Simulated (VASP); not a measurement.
Input:

```
PdTl2
1.0
    4.44427    -3.39927     0.00000
    4.44427     3.39927     0.00000
   -3.75125     0.00000     4.44635
Tl Pd
4 2
Cartesian
  5.29612   1.12917   0.74005
 -0.15883  -1.12917   3.70630
  1.71680   1.12917   1.48313
  3.42050  -1.12917   2.96323
  3.50646   3.39383   1.11159
  1.63083  -3.39383   3.33477
```

All values below come from LDA (Ceperley-Alder, Perdew-Zunger), VASP's LDA PAW potentials (set 64) (plane waves; VASP). Settings: 300 eV cut-off, 3×3×4 Γ-centred mesh, Gaussian smearing of 0.14 eV, potentials Tl_d Pd.

At this cut-off the stress carries a Pulay error, which pulls relaxed volumes low. Unless said otherwise, spin-orbit coupling is left out, though it shifts the bands of the heavy elements here.

Q: Predict the energy per atom (σ→0), pressure, largest force, band gap (on the k-mesh) with the smallest direct gap where there is one.

A: 
- band gap (on the k-mesh): none (metal, semimetal or under 0.01 eV)
- energy per atom (σ→0): -415.7 kJ/mol-atom
- pressure: -5.70 GPa
- largest force: 0.133 eV/Å

The absolute energy has meaning only against runs of the same code, potentials and settings.

The structure comes from a computed database's Tl2Pd entry; how it stands against other phases isn't given here. The cell was not relaxed at this level. The k-mesh is coarse (spacing up to 0.44 per Å, 2π included), so the numbers may not be converged in it.
